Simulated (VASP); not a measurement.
VASP runs on Tc$_{2}$B (space group P6_3/mmc) share one base input (PBE GGA, plane waves, VASP's PBE PAW potentials (set 64)) and change the settings named in each case.

**KPOINTS**
```
K-points
0
gamma
  6 6 5
```

**INCAR**
```
! general
SYSTEM =Tc2B
PREC   =Accurate
ENCUT  =400   ! plane-wave cut-off (eV)
LREAL  =.FALSE.   ! projection in real space or not
LASPH  =.TRUE.   ! aspherical one-centre terms

! electronic loop
EDIFF  =1E-6
NELM   =100   ! most electronic steps
ALGO   =Normal
LMAXMIX=4   ! l cut-off of mixed one-centre charges

! smearing
ISMEAR =-1   ! Fermi-Dirac
SIGMA  =0.1

! functional
GGA    =PE   ! PBE

! ions
ISIF   =2   ! forces and stress, cell fixed

! output
LWAVE  =.FALSE.
LCHARG =.FALSE.
```

**POSCAR**
```
Tc2B
1
    3.9666560000     0.0000000000     0.0000000000
   -1.9833280000     3.4352240000     0.0000000000
    0.0000000000     0.0000000000     4.8602420000
B Tc
2 4
Direct
  0.3333330000   0.6666670000   0.2500000000
  0.6666670000   0.3333330000   0.7500000000
  0.0000000000   0.0000000000   0.0000000000
  0.0000000000   0.0000000000   0.5000000000
  0.3333330000   0.6666670000   0.7500000000
  0.6666670000   0.3333330000   0.2500000000
```

POTCAR, in this order: B Tc_pv (PBE.64 set). Program: vasp_std.

```csv
change,E(σ→0) (eV/atom),pressure (GPa),−TS (eV)
base run,-8.7589,22.36,-0.1895
"GGA removed, POTCAR B Tc_pv (LDA.64 set)",-9.9823,8.47,-0.1894
"GGA_COMPAT = .FALSE., LNONCOLLINEAR = .TRUE., LSORBIT = .TRUE., MAGMOM = 0.0 0.0 0.0 0.0 0.0 0.0 0.0 0.0 0.0 0.0 0.0 0.0 0.0 0.0 0.0 0.0 0.0 0.0, program vasp_ncl",-8.8233,22.49,-0.1891
KPOINTS 3×3×2 Γ-centred mesh,-8.7464,22.74,-0.1818
```
 Energies of different potentials or functionals have different zeros.  At 400 eV the pressure can carry a Pulay error.

Left out are runs that ran out of time, are held back, or changed the cell or the kind of run, fixed moments of cells without a moment, rows past the twelfth, gaps on odd meshes, pressures of charged cells and columns that move by less than the noise.

The structure was generated: Tc2B was put into an ordered model structure, which need not be its known phase. The cell was not relaxed at this level, its lattice was scaled by up to 2.5 %.
